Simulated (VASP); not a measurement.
Here is a VASP 6.6.1 calculation.

File INCAR:

```
  PREC = Accurate
  ENCUT = 520
  EDIFF = 1E-7
  ISMEAR = 0
  SIGMA = 0.03
  LREAL = F
  LASPH = T
  NELM = 80
  ALGO = Normal
  ISIF = 2
  LWAVE = F
  LCHARG = F
  LMAXMIX = 4
  METAGGA = R2SCAN
  LMIXTAU = T
  NBANDS = 35
  KPAR = 2
```

The input KPOINTS:

```
regular mesh
0
Gamma
  9 9 2
```

The input POSCAR:

```
WSe2                                    
1.0
    3.2813517984      0.0000000000      0.0000000000
   -1.6406758992      2.8417340177      0.0000000000
    0.0000000000      0.0000000000     12.7917581628
  W               Se            
     2     4
Direct
     0.3333333300000021    0.6666666699999979    0.2500000000000000
     0.6666666699999979    0.3333333300000021    0.7500000000000000
     0.3333333300000021    0.6666666699999979    0.6181950782352956
     0.6666666699999979    0.3333333300000021    0.1181950782352956
     0.3333333300000021    0.6666666699999979    0.8818049217647044
     0.6666666699999979    0.3333333300000021    0.3818049217647044
```

File KPOINTS_OPT:

```
explicit points
141
Reciprocal
 0.0000000000  0.0000000000  0.0000000000 1
 0.0357142857  0.0000000000  0.0000000000 1
 0.0714285714  0.0000000000  0.0000000000 1
 0.1071428571  0.0000000000  0.0000000000 1
 0.1428571429  0.0000000000  0.0000000000 1
 0.1785714286  0.0000000000  0.0000000000 1
[... 133 lines left out ...]
 0.5000000000  0.0000000000  0.5000000000 1
 0.5000000000  0.0000000000  0.0000000000 1
```

Potentials or basis: VASP PAW PBE potentials, release 64 (W_sv, Se).

Command:

```bash
$ cat potpaw_PBE.64/W_sv/POTCAR potpaw_PBE.64/Se/POTCAR > POTCAR
$ mpirun -np 2 vasp_std > vasp.out
```

Q: Estimate the largest force.

A: 0.356 eV/Å.

Q: Predict the band gap on the k mesh.

A: 1.11 eV, indirect (least direct gap 1.68 eV).

Q: Predict the pressure.

A: 2.0 GPa.

Forces in eV/Å, atoms in the order of the input:
```
W    0.000  0.000  0.000
W    0.000  0.000  0.000
Se   0.000  0.000  0.356
Se   0.000  0.000  0.356
Se   0.000  0.000 -0.356
Se   0.000  0.000 -0.356
```

Caveat: the PAW data sets were made with another functional, which shifts forces and pressure a little; spin-orbit coupling is left out, which moves the levels of the heavy elements; the mesh misses the band edges, which the band path finds closer together.

**What was measured.**

From “Time-resolved XUV ARPES with tunable 24–33 eV laser pulses at 30 meV resolution”, 2019, pmc:6684652, for a bulk crystal of WSe2: band gap 1.3 eV (indirect).

Measured gap of WSe2: 1.3 eV (indirect; “Time-resolved XUV ARPES with tunable 24–33 eV laser pulses at 30 meV resolution”, 2019, pmc:6684652). This calculation gives 1.00 eV (-0.30 eV). Spin-orbit coupling on Se, W is left out. The value is that of r2SCAN, without temperature or zero-point motion.
